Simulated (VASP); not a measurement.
Input for VASP

**INCAR**
```
! general
SYSTEM   =  Ag2O
PREC     =  Accurate
ENCUT    =  520
LREAL    =  F
LASPH    =  T

! electronic loop
EDIFF    =  1E-7
NELM     =  100
ALGO     =  Normal
LMAXMIX  =  4

! smearing
ISMEAR   =  1
SIGMA    =  0.1

! functional
GGA      =  PS

! ions
ISIF     =  2

! output
LWAVE    =  F
LCHARG   =  F
```

### POSCAR
```
Ag2O
1
    4.6095187409     0.0000000000     0.0000000000
    0.0000000000     4.6095187409     0.0000000000
    0.0000000000     0.0000000000     4.6095187409
Ag O
4 2
Direct
  0.7500000000   0.2500000000   0.7500000000
  0.2500000000   0.7500000000   0.7500000000
  0.7500000000   0.7500000000   0.2500000000
  0.2500000000   0.2500000000   0.2500000000
  0.0000000000   0.0000000000   0.0000000000
  0.5000000000   0.5000000000   0.5000000000
```

File KPOINTS:
```
Automatic mesh
0
Gamma
7 7 7
0 0 0
```

POTCAR, in this order: Ag O (PBE.64 set). Program: vasp_std.

Task: Translate this PBEsol calculation to Ansatz.

Result: One equivalent input (not run):
Ansatz 0.2 input:
```yaml
crystal:
  lattice:
    - [4.6095187, 0.0000000, 0.0000000]
    - [0.0000000, 4.6095187, 0.0000000]
    - [0.0000000, 0.0000000, 4.6095187]
  atoms:
    - { symbol: Ag, position: [0.7500000, 0.2500000, 0.7500000] }
    - { symbol: Ag, position: [0.2500000, 0.7500000, 0.7500000] }
    - { symbol: Ag, position: [0.7500000, 0.7500000, 0.2500000] }
    - { symbol: Ag, position: [0.2500000, 0.2500000, 0.2500000] }
    - { symbol: O, position: [0.0000000, 0.0000000, 0.0000000] }
    - { symbol: O, position: [0.5000000, 0.5000000, 0.5000000] }
kpoints:
  mp_grid: { grid: [7, 7, 7] }
hamiltonian:
  xc: pbesol
  pseudopotentials: { kind: paw }
scf:
  occupations: { method: methfessel_paxton, width: 0.1 }
  max_iter: 100
output: { forces: true, stress: true, eigenvalues: true }
```
Limits of the translation: each code has its own PAW files, so the cut-off isn't converted (ENCUT is set for VASP's; basis.ecutwfc is left out, and Ansatz then takes the one that its files recommend); Ansatz stops its SCF on the density residual and VASP on the energy change (EDIFF).

The compound is Ag2O in the cuprite structure. This cell is one point of a volume scan, at 0.94 of the reference volume.
